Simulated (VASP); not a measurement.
The system is SiNi3.

```
CELL_PARAMETERS angstrom
3.54200 0.00000 0.00000
0.00000 3.54200 0.00000
0.00000 0.00000 3.54200
ATOMIC_POSITIONS crystal
Si 0.00000 0.00000 0.00000
Ni 0.00000 0.50000 0.50000
Ni 0.50000 0.00000 0.50000
Ni 0.50000 0.50000 0.00000
```

* Program: VASP 6.6.1
* Task: relaxation of cell and atoms
* Functional: PBE
* Potentials or basis: VASP PAW PBE potentials, release 64 (Si, Ni)
* Cutoff: 600 eV
* k mesh: 10 × 10 × 10
* Occupations: methfessel-paxton, width 0.1 eV
* Spin: no spin polarisation

At the start: pressure -6.1 GPa; volume 11.11 Å³/atom.

Q: How do energy, volume and symmetry change on relaxing?

A: Over 3 steps the energy falls by 6.6 meV/atom and the volume is 10.77 Å³/atom (-3.0 %); space group Pm-3m (No. 221, to 0.05 Å).

Step by step:
| step | energy change (eV) | largest force (eV/Å) | pressure (GPa) | volume (Å³) |
| --- | --- | --- | --- | --- |
| 1 | 0.0000 | 0.0000 | -6.12 | 44.44 |
| 2 | 0.0021 | 0.0000 | 7.12 | 41.76 |
| 3 | -0.0264 | 0.0000 | -0.05 | 43.10 |

Final structure:
```
CELL_PARAMETERS angstrom
3.50600 0.00000 0.00000
0.00000 3.50600 0.00000
0.00000 0.00000 3.50600
ATOMIC_POSITIONS crystal
Si 0.00000 0.00000 0.00000
Ni 0.00000 0.50000 0.50000
Ni 0.50000 0.00000 0.50000
Ni 0.50000 0.50000 0.00000
```
